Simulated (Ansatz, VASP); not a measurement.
# Cross-check of SnTe between VASP and Ansatz

Aim: how closely do two programs agree when they are given the same cell, functional and k mesh? Of the first pair: The cell is taken from a series of runs on this material, whose earlier steps may have relaxed, scaled, displaced or heated it; both programs get it as it stands.

Calculated with Ansatz 0.2.0; plane waves, with VASP 6.6.1 beside it; relaxation of cell and atoms at PBEsol and single point at PBEsol.

### Step 1. Starting point

It takes space group Fm-3m (No. 225, cubic). The conventional cell has a = 6.300 Å, b = 6.300 Å, c = 6.300 Å, α = 90.00°, β = 90.00°, γ = 90.00°. Nearest to Te lie 6 Sn at 3.15 Å. Sn has 6 Te at 3.15 Å nearest. Farther neighbours and most contacts between anions are not listed.

Structure file:

```xyz
2
Lattice="0.0000 3.1500 3.1500 3.1500 0.0000 3.1500 3.1500 3.1500 0.0000" Properties=species:S:1:pos:R:3 pbc="T T T"
Te    3.1500    3.1500    3.1500
Sn    0.0000    0.0000    0.0000
```

### Step 2. VASP: relaxation of cell and atoms, PBEsol

The relaxed volume is the usual yardstick between codes: in a stiff, nearly cubic crystal its relative difference is about their pressure difference at one cell divided by the bulk modulus.

Lines of VASP's logs that name or quote its potential files are left out, and so is its time.

Contents of INCAR:

```
SYSTEM = SnTe
PREC = Accurate
ENCUT = 500
EDIFF = 1E-07
NELM = 120
ISMEAR = -1
SIGMA = 0.02
LREAL = .FALSE.
ALGO = Normal
GGA = PS
NBANDS = 16
LORBIT = 11
LWAVE = .FALSE.
LCHARG = .FALSE.
ISIF = 3
IBRION = 2
NSW = 80
EDIFFG = -0.005
LASPH = .TRUE.
GGA_COMPAT = .FALSE.
NELMIN = 4
EFERMI = MIDGAP
KPAR = 2
```

Contents of POSCAR:

```
SnTe
1.0
    0.0000000000      3.1500000000      3.1500000000
    3.1500000000      0.0000000000      3.1500000000
    3.1500000000      3.1500000000      0.0000000000
Te Sn
1 1
Direct
    0.5000000000      0.5000000000      0.5000000000
    0.0000000000      0.0000000000      0.0000000000
```

Contents of KPOINTS:

```
Automatic mesh
0
Gamma
8 8 8
0 0 0
```

The projector-augmented-wave data sets are Te and Sn_d (PBE family, release 64).

Started as:

```sh
> mpirun -np 2 vasp_std
```

Numbers of over 12 decimals in the logs are rounded to 6 here.

The log of the run:

```text
[banner, memory and clock lines left out]
running    2 mpi-ranks, on    1 nodes
 distrk:  each k-point on    1 cores,    2 groups
 distr:  one band on    1 cores,    1 groups

 POSCAR found type information on POSCAR TeSn
 POSCAR found :  2 types and       2 ions
|                                                                             |
|               ----> ADVICE to this user running VASP <----                  |
|                                                                             |
|     You enforced a specific xc type in the INCAR file but a different       |
|     [... a line on the potential file left out ...]
|     I HOPE YOU KNOW WHAT YOU ARE DOING!                                     |
|                                                                             |

 LDA part: xc-table for (Slater+PW92), standard interpolation
 POSCAR, INCAR and KPOINTS ok, starting setup
 FFT: planning ... GRIDC
 FFT: planning ... GRID_SOFT
 FFT: planning ... GRID
 WAVECAR not read
 entering main loop
       N       E                     dE             d eps       ncg     rms          rms(c)
DAV:   1     0.121064147428E+03    0.12106E+03   -0.93800E+03   936   0.138E+03
DAV:   2     0.153106246633E+01   -0.11953E+03   -0.11678E+03   992   0.355E+02
DAV:   3    -0.813977831379E+01   -0.96708E+01   -0.96464E+01  1216   0.866E+01
DAV:   4    -0.838437786515E+01   -0.24460E+00   -0.24456E+00  1144   0.148E+01
DAV:   5    -0.839467595824E+01   -0.10298E-01   -0.10298E-01  1376   0.279E+00    0.487E+00
DAV:   6    -0.834048452380E+01    0.54191E-01   -0.12196E-01  1336   0.283E+00    0.305E+00
DAV:   7    -0.833822315509E+01    0.22614E-02   -0.45159E-02  1144   0.135E+00    0.711E-01
DAV:   8    -0.833762983784E+01    0.59332E-03   -0.68351E-03  1208   0.733E-01    0.151E-01
DAV:   9    -0.833769495547E+01   -0.65118E-04   -0.52424E-04  1264   0.216E-01    0.387E-02
DAV:  10    -0.833767627299E+01    0.18682E-04   -0.69039E-05  1248   0.794E-02    0.198E-02
DAV:  11    -0.833767564850E+01    0.62450E-06   -0.25093E-05  1208   0.428E-02    0.213E-02
DAV:  12    -0.833767543566E+01    0.21284E-06   -0.20595E-06  1200   0.122E-02    0.107E-02
DAV:  13    -0.833767529220E+01    0.14346E-06   -0.12751E-07   904   0.253E-03    0.538E-03
DAV:  14    -0.833767528223E+01    0.99722E-08   -0.94417E-08   680   0.381E-03
   1 F= -.83376753E+01 E0= -.83376374E+01  d E =-.833768E+01
 curvature:   0.00 expect dE= 0.000E+00 dE for cont linesearch  0.000E+00
 trial: gam= 0.00000 g(F)=  0.202E-59 g(S)=  0.674E-03 ort = 0.000E+00 (trialstep = 0.100E+01)
 search vector abs. value=  0.674E-03
 bond charge predicted
       N       E                     dE             d eps       ncg     rms          rms(c)
DAV:   1    -0.834601800359E+01   -0.83427E-02   -0.17259E-01  1152   0.611E+00    0.520E-01
DAV:   2    -0.833952191790E+01    0.64961E-02   -0.10667E-02  1184   0.160E+00    0.221E-01
DAV:   3    -0.833795780866E+01    0.15641E-02   -0.43979E-03  1184   0.942E-01    0.433E-02
DAV:   4    -0.833791918693E+01    0.38622E-04   -0.13483E-04  1072   0.107E-01    0.455E-02
DAV:   5    -0.833789969543E+01    0.19491E-04   -0.18064E-05  1304   0.314E-02    0.878E-03
DAV:   6    -0.833789944090E+01    0.25453E-06   -0.22931E-06  1232   0.234E-02    0.153E-03
DAV:   7    -0.833789941860E+01    0.22300E-07   -0.77130E-08   632   0.250E-03
   2 F= -.83378994E+01 E0= -.83378741E+01  d E =-.224136E-03
 trial-energy change:   -0.000224  1 .order   -0.000222   -0.000674    0.000230
 step:   0.7484(harm=  0.7455)  dis= 0.00000  next Energy=    -8.337928 (dE=-0.253E-03)
 bond charge predicted
       N       E                     dE             d eps       ncg     rms          rms(c)
DAV:   1    -0.833844201892E+01   -0.54258E-03   -0.11009E-02  1152   0.156E+00    0.131E-01
DAV:   2    -0.833803445050E+01    0.40757E-03   -0.67030E-04  1192   0.400E-01    0.556E-02
DAV:   3    -0.833793399004E+01    0.10046E-03   -0.28016E-04  1200   0.237E-01    0.109E-02
DAV:   4    -0.833793027410E+01    0.37159E-05   -0.85580E-06  1072   0.270E-02    0.115E-02
DAV:   5    -0.833792776841E+01    0.25057E-05   -0.11675E-06  1328   0.801E-03    0.221E-03
DAV:   6    -0.833792767813E+01    0.90280E-07   -0.14035E-07   616   0.599E-03
   3 F= -.83379277E+01 E0= -.83378996E+01  d E =-.252396E-03
 curvature:  -0.37 expect dE=-0.116E-07 dE for cont linesearch -0.116E-07
 trial: gam= 0.00000 g(F)=  0.197E-59 g(S)=  0.310E-07 ort =-0.457E-05 (trialstep = 0.950E+00)
 search vector abs. value=  0.311E-07
 reached required accuracy - stopping structural energy minimisation
```

OUTCAR, selected parts (step 2):

```text
ion  position               nearest neighbor table
   1  0.500  0.500  0.500-   2 3.15   2 3.15   2 3.15   2 3.15   2 3.15   2 3.15
   2  0.000  0.000  0.000-   1 3.15   1 3.15   1 3.15   1 3.15   1 3.15   1 3.15

  LATTYP: Found a face centered cubic cell.
 ALAT       =     6.3000000000

 Subroutine GETGRP returns: Found 48 space group operations
 (whereof 48 operations were pure point group operations)

The static configuration has the point symmetry O_h .

 Found     29 irreducible k-points:

   k-points           NKPTS =     29   k-points in BZ     NKDIM =     29   number of bands    NBANDS=     16

   dimension x,y,z NGX =    32 NGY =   32 NGZ =   32
   dimension x,y,z NGXF=    64 NGYF=   64 NGZF=   64

   ENCUT  =  500.0 eV  36.75 Ry    6.06 a.u.   8.12  8.12  8.12*2*pi/ulx,y,z

   NELECT =      20.0000    total number of electrons

 k-points in reciprocal lattice and weights: Automatic mesh
   0.00000000  0.00000000  0.00000000       0.002
   0.12500000  0.00000000  0.00000000       0.016
   0.25000000  0.00000000  0.00000000       0.016
   0.37500000  0.00000000  0.00000000       0.016
   0.50000000  0.00000000  0.00000000       0.008
   0.12500000  0.12500000  0.00000000       0.012
   0.25000000  0.12500000  0.00000000       0.047
   0.37500000  0.12500000  0.00000000       0.047
   0.50000000  0.12500000  0.00000000       0.047
[...]
-0.37500000  0.50000000  0.12500000       0.023
  -0.25000000  0.50000000  0.25000000       0.012

 average (electrostatic) potential at core
       1 -87.6389       2-100.3430

 E-fermi :   6.9041

 k-point     1 :       0.0000    0.0000    0.0000
  band No.  band energies     occupation
    ...
      6      -5.9852      2.00000
      7       2.1903      2.00000
      8       4.7312      2.00000
      9       4.7312      2.00000
     10       4.7312      2.00000
     11      10.2236      0.00000
     12      10.2236      0.00000
     13      10.2236      0.00000
     14      11.5844      0.00000
     15      11.5844      0.00000
    ...

 k-point     2 :       0.1250    0.0000    0.0000
  band No.  band energies     occupation
    ...
      6      -5.8520      2.00000
      7       1.4709      2.00000
      8       4.7538      2.00000
      9       4.7538      2.00000
     10       5.2319      2.00000
     11       9.5384      0.00000
     12       9.5384      0.00000
     13       9.5604      0.00000
     14      11.5038      0.00000
     15      11.9096      0.00000
    ...

 k-point     3 :       0.2500    0.0000    0.0000
  band No.  band energies     occupation
    ...
      6      -5.4766      2.00000
      7       0.1759      2.00000
      8       4.8368      2.00000
      9       4.8368      2.00000
     10       5.9188      2.00000
     11       8.4317      0.00000
     12       8.4317      0.00000
     13       8.4860      0.00000
     14      11.9258      0.00000
     15      12.8058      0.00000
    ...

  Total        0.0006550      0.0006550      0.0006550      0.0000000      0.0000000      0.0000000
  in kB        0.0168760      0.0168760      0.0168760      0.0000000      0.0000000      0.0000000
  external PRESSURE =       0.0168760 kB  Pullay stress =       0.0000000 kB

  energy-cutoff  :      500.00
  volume of cell :       62.19
      direct lattice vectors                 reciprocal lattice vectors
     0.000000000  3.144513533  3.144513533    -0.159007107  0.159007107  0.159007107
     3.144513533  0.000000000  3.144513533     0.159007107 -0.159007107  0.159007107
     3.144513533  3.144513533  0.000000000     0.159007107  0.159007107 -0.159007107

 POSITION                                       TOTAL-FORCE (eV/Angst)
 -----------------------------------------------------------------------------------
      3.14451      3.14451      3.14451         0.000000      0.000000     -0.000000
      0.00000      0.00000      0.00000        -0.000000     -0.000000      0.000000
 -----------------------------------------------------------------------------------
    total drift:                                0.000000     -0.000000     -0.000000

  FREE ENERGIE OF THE ION-ELECTRON SYSTEM (eV)
  ---------------------------------------------------
  free  energy   TOTEN  =        -8.3379276781 eV

  energy  without entropy=       -8.3378715819  energy(sigma->0) =       -8.33789963

 reached required accuracy - stopping structural energy minimisation

 total charge
# of ion       s       p       d       tot
------------------------------------------
    1        1.386   1.955   0.031   3.372
    2        1.359   0.746   9.987  12.093
--------------------------------------------------
tot          2.745   2.701  10.018  15.465

[... 3 further parts left out ...]
```

CONTCAR:

```
SnTe
   1.00000000000000
     0.0000000000000000    3.1445135326838329    3.1445135326838329
     3.1445135326838329    0.0000000000000000    3.1445135326838329
     3.1445135326838329    3.1445135326838329    0.0000000000000000
  Te              Sn
     1     1
Direct
     0.5000000000000000    0.5000000000000000    0.5000000000000000
     0.0000000000000000    0.0000000000000000    0.0000000000000000
```

The run keeps the 48 symmetry operations of its start, so it cannot find a distortion of lower symmetry.

### Step 3. Ansatz: relaxation of cell and atoms, PBEsol

Ansatz runs on its PAW soft_1 files.

The same cell, functional, mesh and smearing now go to Ansatz.

Contents of input.yaml:

```yaml
crystal:
  lattice:
    - [0.0, 3.15, 3.15]
    - [3.15, 0.0, 3.15]
    - [3.15, 3.15, 0.0]
  atoms:
    - { symbol: Te, position: [0.5, 0.5, 0.5] }
    - { symbol: Sn, position: [0.0, 0.0, 0.0] }
kpoints:
  mp_grid: { grid: [8, 8, 8] }
scf:
  occupations: { method: fermi_dirac, width: 0.02 }
hamiltonian:
  xc: pbesol
  pseudopotentials: { kind: paw, azcp: { folder: soft_1 }, xc_functional: pbe }
basis:
  ecutwfc: 600
output:
  forces: true
  stress: true
  write_density: true
  write_potential: true
  elf: true
  volumetric_format: npy
relax:
  f_tol: 0.005
  max_steps: 70
  cell: { stress_tol: 0.02, p_target: 0 }
```

Started as:

```sh
> ansatz run input.yaml --threads 4 --pin off --max-ram 18432MiB --backend cpu --events-out ev --progress --plain --runs-dir out
```

The log of the run:

```text
Engine: ansatz 0.2.0, aarch64-unknown-linux-gnu
Pseudopotentials: kind: paw
Pseudopotential: Te, paw, valence charge 16, recommended cutoff 420 eV (normal), soft_1/Te.paw.azcp
Pseudopotential: Sn, paw, valence charge 14, recommended cutoff 420 eV (normal), soft_1/Sn.paw.azcp
Functional definition: PBEsol
  exchange = pbesol_x
  correlation = pbesol_c
Crystal: 2 atoms, lattice volume = 62.512 Å³
Basis set: ecut = 600 eV, 2085 PW (Γ), exchange–correlation on 72×72×72 points (8 copies of the dense FFT grid, shifted against one another)
Bands: 19, of which v1, the nominal top of the filled ones, is band 15 counted from 1 (14 counted from 0)
Symmetry: 48 space group operations
Space group: Fm-3m (ITA 225), of the structure as read, at distance tolerance 4.0e-5 Å
k-points: 29 of 512
Non-local potential: Te, projectors of the file, l = 0: 2, l = 1: 2, l = 2: 2, l = 3: 1
Non-local potential: Sn, projectors of the file, l = 0: 2, l = 1: 2, l = 2: 2, l = 3: 1
PAW form: soft (Blöchl's): semilocal exchange-correlation on the pseudo side does not see the compensation charge
PAW frozen core: Te, regenerated for the run's functional, and the local potential with it (the file was generated under x = pbe(κ = 0.804, μ = 0.219515), c = pbe(β = 0.066725))
PAW frozen core: Sn, regenerated for the run's functional, and the local potential with it (the file was generated under x = pbe(κ = 0.804, μ = 0.219515), c = pbe(β = 0.066725))
PAW one-centre angular grid: Te, 590 points (default); XC on 64 Gauss nodes
PAW one-centre angular grid: Sn, 590 points (default); XC on 64 Gauss nodes
Initial density: superposition of atomic densities (chi_scale 0.1, normalization cell, long waves kept (reshape's long-wave potential 0.00 eV rms))
Initial wavefunctions: pseudopotential atomic-orbital guess
Functional: x = pbesol(κ = 0.804, μ = 0.123457), c = pbesol(β = 0.046)
SCF iter   1: F=—  HF=-12852.013995 eV  |F-HF|=—  |Δ(HF+E_count)|=         —  Δρ=1.06e-2  dr2=7.13e-2  ethr=3.10e-3  ⟨swp⟩=7.8  Hψ=3264  notcnv=0
preconditioner: auto → none  [insulator: Δε(μ)=0.157 eV  Ē_g=8.677 eV  σ=0.020 eV  W_gap=0.96  n_scr=14 (ndim 8)  ℏωp=14.9 eV  f_vac=0.000  D(μ)=0.03/eV (n_scr^D=0)  ε∞_Penn≈3.9]
SCF iter   2: F=—  HF=-12852.007946 eV  |F-HF|=—  |Δ(HF+E_count)|=   6.05e-3  Δρ=5.32e-3  dr2=1.87e-2  ethr=2.38e-4  ⟨swp⟩=2.0  Hψ=895  notcnv=0
SCF iter   3: F=—  HF=-12852.007749 eV  |F-HF|=—  |Δ(HF+E_count)|=   1.96e-4  Δρ=3.94e-4  dr2=3.80e-5  ethr=6.22e-5  ⟨swp⟩=3.3  Hψ=1061  notcnv=0
SCF iter   4: F=—  HF=-12852.007762 eV  |F-HF|=—  |Δ(HF+E_count)|=   1.29e-5  Δρ=9.69e-5  dr2=5.05e-6  ethr=1.27e-7  ⟨swp⟩=2.0  Hψ=986  notcnv=0
SCF iter   5: F=—  HF=-12852.007759 eV  |F-HF|=—  |Δ(HF+E_count)|=   3.13e-6  Δρ=2.32e-5  dr2=1.04e-7  ethr=1.68e-8  ⟨swp⟩=2.0  Hψ=986  notcnv=0
SCF iter   6: F=-12852.007759 eV  HF=-12852.007759 eV  |F-HF|=1.45e-9  |Δ(HF+E_count)|=   2.53e-7  Δρ=5.91e-6  dr2=1.17e-8  ethr=3.33e-10  ⟨swp⟩=9.2  Hψ=3537  notcnv=0
SCF 1 converged in 6 iterations: F = -12852.007759 eV  dr2 = 1.17e-8
  greatest PAW one-centre occupation: 0.998 electrons in one spin orbital (limit 2), on the Te atom at site 0 (counted from 0), in its partial waves of l = 2
relax step   1: F+E_penalty+E_count = -12852.00775929 eV  Δ(F+E_penalty+E_count) = +0.000e0 eV  max|allowed force component| = 2.058e-29 eV/Å  Δτ_max = 0.0000 Å  P = -0.255 GPa  Ω = 62.512 Å³  (6 SCF iters, dr2 threshold 1.00e-7 eV, accepted)
[...]
relax step   2: F+E_penalty+E_count = -12852.00800234 eV  Δ(F+E_penalty+E_count) = -2.430e-4 eV  max|allowed force component| = 6.074e-29 eV/Å  Δτ_max = 0.0000 Å  P = +0.096 GPa  Ω = 62.048 Å³  energy of the carried Pulay correction = +9.997e-6 eV  (6 SCF iters, dr2 threshold 1.62e-7 eV, accepted)
[...]
relax step   3: F+E_penalty+E_count = -12852.00803709 eV  Δ(F+E_penalty+E_count) = -3.475e-5 eV  max|allowed force component| = 1.390e-29 eV/Å  Δτ_max = 0.0000 Å  P = -0.001 GPa  Ω = 62.175 Å³  energy of the carried Pulay correction = +7.259e-6 eV  (6 SCF iters, accepted)
[...]
relax step   4: F+E_penalty+E_count = -12852.00802896 eV  Δ(F+E_penalty+E_count) = +8.124e-6 eV  max|allowed force component| = 6.738e-30 eV/Å  Δτ_max = 0.0000 Å  P = -0.001 GPa  Ω = 62.175 Å³  stress off target by 1.00e-3 GPa  SCF on the basis re-selected at this cell (its energy is not comparable with the rows above)  (8 SCF iters)
basis re-selected at this cell: Δ(F+E_penalty+E_count) = +8.124e-6 eV, ΔP = -0.000 GPa vs the last step (what re-selecting the basis moved, of the pressure what is left beyond the Pulay correction that the steps carried, after the strain that the cell walked since its last selection, with what the two solves' SCF thresholds leave and, on support functions, any second-order correction that the steps lacked; it is no m [...]
SCF converged after 8 iterations
Free energy (F): -12852.008029 eV
Harris-Foulkes:  -12852.008029 eV  (|F-HF|=1.82e-12)
Internal energy: -12852.007973 eV  (E = F + TS)
E sigma→0 (E₀):  -12852.008001 eV
Entropy (-TS):   -0.000056 eV (-0.028 meV/atom)
Fermi energy:    9.668055 eV
--- Per-component energies (eV) ---
  E_band       = -353.728435
  E_kinetic    = 339.437449
  E_local      = -2674.366534  (includes V_loc(G=0)·N_el)
  E_nonlocal   = 215.492770
  E_hartree    = 1333.098732
  E_xc         = -246.451177
  E_vxc        = -182.438864  (∫ρ·V_xc dr)
  E_paw        = -8888.322417  (= ΣΔE_a)
  E_vpaw       = -718.050769  (= ΣTr[D̂ρ^β])
  E_aug_tail   = 0.000048  (compensation charges beyond the density's cutoff)
  E_ewald      = -2931.556496
  E_core_change = 0.659651  (= ΣΔE_core)
  E_smearing   = -0.000056  (= −TS)
  E_closure    = -0.000000  (closes the sum)
  Σ components = -12852.008029   (vs F -12852.008029, Δ=0.00e0)
--- Forces (eV/Å), atoms counted from 1 ---
  atom   1  Te     0.00000000     0.00000000     0.00000000
  atom   2  Sn    -0.00000000     0.00000000    -0.00000000
  max |Σ_I F_I| component: 1.18e-29 eV/Å
--- Stress (GPa, compression-positive) ---
       -0.001005      -0.000000      -0.000000
       -0.000000      -0.001005      -0.000000
       -0.000000      -0.000000      -0.001005
  P = ⅓ Tr σ = -0.0010 GPa (-0.010 kbar)
--- Band table (eV; the first three rows and the last of 29) ---
  k-point 0: bands = [... 11 lower, 4.9467, 7.4948, 7.4948, 7.4948, 12.9892, 12.9892, 12.9892, 14.3713]
  k-point 1: bands = [... 11 lower, 4.2299, 7.5173, 7.5173, 7.9940, 12.3066, 12.3066, 12.3268, 14.2826]
  k-point 2: bands = [... 11 lower, 2.9381, 7.6000, 7.6000, 8.6806, 11.2005, 11.2005, 11.2517, 14.7000]
  k-point 28: bands = [... 11 lower, 2.2344, 4.7618, 4.7618, 8.8293, 10.4678, 14.2239, 14.2239, 15.7135]
--- Relaxed structure (3 steps of the walk, 3 accepted, 1 SCFs on fresh bases) ---
  F+E_penalty+E_count = -12852.00802896 eV   max|allowed force component| = 6.738e-30 eV/Å   (the final SCF, on the basis selected at the relaxed cell)
  cell:  # Å, volume = 62.1748 Å³
    - [0, 3.144330, 3.144330]
    - [3.144330, 0, 3.144330]
    - [3.144330, 3.144330, 0]
  atoms:
    - { symbol: Te, position: [0.5, 0.5, 0.5] }
    - { symbol: Sn, position: [0, 0, 0] }
```

Reading the cycles: dr2 is the Hartree energy of the density residual (eV), the measure of convergence; HF is the Harris–Foulkes estimate of the energy, which meets the free energy F at convergence.

### Step 4. Comparison

Known differences besides the potentials themselves: the data sets hold 30 valence electrons in Ansatz (on its PAW soft_1 files) and 20 in VASP; the cutoff is 600 eV in Ansatz and 500 eV in VASP; Ansatz makes its cores anew for this functional, VASP keeps those of its PBE data sets; Ansatz adds a Pulay correction to the stress that steers its cell, VASP none. Total energies have different zeros and are not compared.

The two programs side by side:

```tsv
quantity	Ansatz	VASP	difference
volume (Å³)	62.17	62.19	-0.02 %
edge a after relaxation, in the typed setting (Å)	4.447	4.447	+0.00 %
```

(Part 1 of 2 ends here.)

[Lines on the potential files, build, host, timing and source positions are cut from VASP's logs without a mark.]

[Logs are printed without paths, hosts, clocks, repeated set-up lines and the standing remarks that a program may print on its own settings, such as how far it seeks lower states.]

[Hosts, paths, dates, database ids (printed as entryN), source tags and the programs' standing remarks are cut or masked in the printed files.]
